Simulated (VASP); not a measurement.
Energy against volume of InP (zinc blende). All values below come from AM05 GGA, VASP's PBE PAW potentials (set 64) (plane waves; VASP).

```json
[
 {"V (Å³/atom)": "23.973", "E (eV/atom)": "-4.31016"},
 {"V (Å³/atom)": "24.738", "E (eV/atom)": "-4.32633"},
 {"V (Å³/atom)": "25.503", "E (eV/atom)": "-4.33149"},
 {"V (Å³/atom)": "26.268", "E (eV/atom)": "-4.32734"},
 {"V (Å³/atom)": "27.033", "E (eV/atom)": "-4.31533"}
]
```

**Question.** Fit a third-order Birch-Murnaghan equation of state.

**Answer.** 
```json
{
 "volume_per_atom": "25.52 Å³/atom",
 "bulk_modulus": "64.6 GPa",
 "pressure_derivative_of_the_bulk_modulus": "4.58",
 "lattice_constant_a": "5.889 Å"
}
```

Measured: bulk modulus 72.0 GPa at 0 K (computed value off by -10.3 %), as given by Daniel Mejia-Rodriguez et al., Physical Review B (2018), arXiv:1807.09216 [0 K value with the zero-point phonon effect removed]; a 5.858 Å at 0 K (computed value off by +0.5 %), as given by Daniel Mejia-Rodriguez et al., Physical Review B (2018), arXiv:1807.09216 [static lattice: zero-point anharmonic expansion removed].

The compound is InP in the zinc blende structure. It was relaxed first.
